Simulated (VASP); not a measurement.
OSZICAR of a VASP run on Ni₃Si (L1_2):

OSZICAR:
```
       N       E                     dE             d eps       ncg     rms          rms(c)
DAV:   1     0.204826068912E+03    0.20483E+03   -0.15745E+04  1486   0.215E+03
DAV:   2    -0.612991038267E+01   -0.21096E+03   -0.20330E+03  1470   0.370E+02
DAV:   3    -0.165413488016E+02   -0.10411E+02   -0.99830E+01  1555   0.109E+02
DAV:   4    -0.167824623069E+02   -0.24111E+00   -0.23764E+00  1738   0.143E+01
DAV:   5    -0.167916987552E+02   -0.92364E-02   -0.92332E-02  1720   0.270E+00    0.179E+01
DAV:   6    -0.167194444071E+02    0.72254E-01   -0.45142E+01  1689   0.111E+02    0.154E+01
DAV:   7    -0.138051046146E+02    0.29143E+01   -0.13596E+01  1646   0.619E+01    0.384E+00
DAV:   8    -0.137619211599E+02    0.43183E-01   -0.56756E-01  1558   0.599E+00    0.134E+00
DAV:   9    -0.137477756924E+02    0.14145E-01   -0.28442E-02  1967   0.241E+00    0.486E-01
DAV:  10    -0.137458505544E+02    0.19251E-02   -0.33136E-03  1991   0.450E-01    0.182E-01
DAV:  11    -0.137456456931E+02    0.20486E-03   -0.66007E-04  2173   0.294E-01    0.590E-02
DAV:  12    -0.137456279476E+02    0.17745E-04   -0.10652E-04  1595   0.127E-01    0.137E-02
DAV:  13    -0.137456273931E+02    0.55450E-06   -0.89656E-06  1706   0.210E-02    0.733E-03
DAV:  14    -0.137456268761E+02    0.51695E-06   -0.51671E-07  1646   0.772E-03    0.323E-03
DAV:  15    -0.137456268388E+02    0.37357E-07   -0.14637E-07   890   0.589E-03
   1 F= -.13745627E+02 E0= -.13745744E+02  d E =0.351268E-03
```

### Question
Which electronic solver shows in the log?

### Answer
It is blocked Davidson (ALGO = Normal, or the opening steps of other solvers). The INCAR had ALGO = Normal.

### Question
How was spin treated?

### Answer
Without spin polarisation: there is no mag entry.

### Question
Can the final energy be trusted as converged?

### Answer
The run converged. It stopped with EDIFF = 1E-7, NELM = 100 (optB88-vdW, plane waves, VASP's PBE PAW potentials (set 64)).

The compound is Ni3Si in the L1_2 structure. It was relaxed first. The run is not spin-polarised, so no magnetic state was tried.
